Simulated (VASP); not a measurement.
Output of a VASP run:

OSZICAR:
```
       N       E                     dE             d eps       ncg     rms          rms(c)
DAV:   1     0.159231904515E+03    0.15923E+03   -0.50536E+03  1344   0.134E+03
DAV:   2     0.631968420728E+01   -0.15291E+03   -0.15046E+03  2008   0.248E+02
DAV:   3    -0.111115490027E+02   -0.17431E+02   -0.17272E+02  1768   0.116E+02
DAV:   4    -0.125705155311E+02   -0.14590E+01   -0.13908E+01  2384   0.244E+01
DAV:   5    -0.127448832603E+02   -0.17437E+00   -0.17265E+00  2176   0.808E+00    0.489E+00
DAV:   6    -0.122882208136E+02    0.45666E+00   -0.15792E+00  1968   0.711E+00    0.339E+00
DAV:   7    -0.122814223679E+02    0.67984E-02   -0.38480E-01  2296   0.429E+00    0.224E+00
DAV:   8    -0.122934473424E+02   -0.12025E-01   -0.10425E-01  2296   0.279E+00    0.494E-01
DAV:   9    -0.122906252884E+02    0.28221E-02   -0.17545E-02  2256   0.114E+00    0.287E-01
DAV:  10    -0.122909575417E+02   -0.33225E-03   -0.29531E-03  2616   0.545E-01    0.119E-01
DAV:  11    -0.122911191078E+02   -0.16157E-03   -0.50288E-04  2272   0.236E-01    0.410E-02
DAV:  12    -0.122911281644E+02   -0.90566E-05   -0.13286E-04  2312   0.135E-01    0.152E-02
DAV:  13    -0.122911351081E+02   -0.69437E-05   -0.17304E-05  1800   0.333E-02    0.638E-03
DAV:  14    -0.122911341548E+02    0.95332E-06   -0.29956E-06  2232   0.159E-02    0.176E-03
DAV:  15    -0.122911341876E+02   -0.32798E-07   -0.51296E-07  2168   0.492E-03
   1 F= -.12291134E+02 E0= -.12291134E+02  d E =0.000000E+00
```

**OUTCAR**
```
------------------------ aborting loop because EDIFF is reached ----------------------------------------
  FORCE on cell =-STRESS in cart. coord.  units (eV):
  Direction    XX          YY          ZZ          XY          YZ          ZX
  --------------------------------------------------------------------------------------
  Total        0.0193773      0.0193773      0.0193773      0.0000000      0.0000000     -0.0000000
  in kB        0.4503123      0.4503123      0.4503123      0.0000000      0.0000000     -0.0000000
  external PRESSURE =       0.4503123 kB  Pullay stress =       0.0000000 kB
  volume of cell :       68.94
      direct lattice vectors                 reciprocal lattice vectors
     0.000000000  3.254517065  3.254517065    -0.153632625  0.153632625  0.153632625
     3.254517065  0.000000000  3.254517065     0.153632625 -0.153632625  0.153632625
     3.254517065  3.254517065  0.000000000     0.153632625  0.153632625 -0.153632625
 POSITION                                       TOTAL-FORCE (eV/Angst)
 -----------------------------------------------------------------------------------
      0.00000      0.00000      0.00000         0.000000      0.000000      0.000000
      1.62726      1.62726      1.62726        -0.000000     -0.000000     -0.000000
 -----------------------------------------------------------------------------------
    total drift:                               -0.000000     -0.000000     -0.000000
  FREE ENERGIE OF THE ION-ELECTRON SYSTEM (eV)
  ---------------------------------------------------
  free  energy   TOTEN  =       -12.2911341876 eV

  energy  without entropy=      -12.2911341876  energy(sigma->0) =      -12.29113419

 total charge

# of ion       s       p       d       f       tot
--------------------------------------------------
    1        2.011   5.653   0.702   0.145   8.511
    2        1.330   2.436   0.000   0.000   3.766
--------------------------------------------------
tot          3.341   8.088   0.702   0.145  12.277
```
(Selected blocks of OUTCAR.)

POSCAR:
```
LaS
1
    0.0000000000     3.2545170655     3.2545170655
    3.2545170655     0.0000000000     3.2545170655
    3.2545170655     3.2545170655     0.0000000000
La S
1 1
Direct
  0.0000000000   0.0000000000   0.0000000000
  0.2500000000   0.2500000000   0.2500000000
```

**Question.** Reconstruct the remaining input files.

**Answer.** Several could match; the one computed here: the input of the run itself, PBE GGA, plane waves, VASP's PBE PAW potentials (set 64).

### INCAR
```
! general
SYSTEM   =  LaS
PREC     =  Accurate
ENCUT    =  400
LREAL    =  .FALSE.
LASPH    =  .TRUE.

! electronic loop
EDIFF    =  1E-7
NELM     =  100
ALGO     =  Normal
LMAXMIX  =  6

! smearing
ISMEAR   =  -5

! functional
GGA      =  PE

! ions
ISIF     =  2

! output
LWAVE    =  .FALSE.
LCHARG   =  .TRUE.
LORBIT   =  11
NEDOS    =  601
```

File KPOINTS:
```
Regular mesh
0
G
11 11 11
0 0 0
```

POTCAR, in this order: La S (PBE.64 set). Program: vasp_std.

For a metal the tetrahedron method with Blöchl corrections gives inexact stress and forces.

The structure was generated: LaS was put into the zinc blende type (F-43m), which need not be its known phase. It was relaxed first, which changed the volume by -26 %. The electron count is odd and the run is not spin-polarised, which forces a metal.
